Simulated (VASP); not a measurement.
Data:

```
CuZn
1.0
    2.95000     0.00000     0.00000
    0.00000     2.95000     0.00000
    0.00000     0.00000     2.95000
Zn Cu
1 1
Direct
  0.50000   0.50000   0.50000
  0.00000   0.00000   0.00000
```

Computed with revPBE GGA, VASP's PBE PAW potentials (set 64) (plane waves; VASP 6.6.1). Numerical set-up: 520 eV cut-off, 11×11×11 Γ-centred mesh, first-order Methfessel-Paxton smearing of 0.10 eV, potentials Zn Cu.

Energy and stress use the plane-wave basis of the starting cell.

### Question
The ions, cell shape and volume are relaxed. Which structure does the run end with?

### Answer

```
CuZn
1.0
    2.99305     0.00000     0.00000
    0.00000     2.99305     0.00000
    0.00000     0.00000     2.99305
Zn Cu
1 1
Direct
  0.50000   0.50000   0.50000
  0.00000   0.00000   0.00000
```
Space group Pm-3m (221), at a tolerance of 0.03 Å.

### Question
How do energy and volume change from the first to the last step?

### Answer
The energy (σ→0) changes by -8.7 meV/atom and the volume by +4.4 %, in 3 ionic steps.

| step | E(σ→0) (eV) | max force (eV/Å) | pressure (GPa) | volume (Å³) |
|---|---|---|---|---|
| 1 | -4.3160 | 0.000 | 5.20 | 25.67 |
| 2 | -4.3312 | 0.000 | -1.56 | 27.25 |
| 3 | -4.3334 | 0.000 | 0.02 | 26.81 |

The compound is CuZn in the CsCl type structure. This run relaxes it. Symmetry was kept, so distortions that lower it aren't found. The electron count is odd and the run is not spin-polarised, which forces a metal.
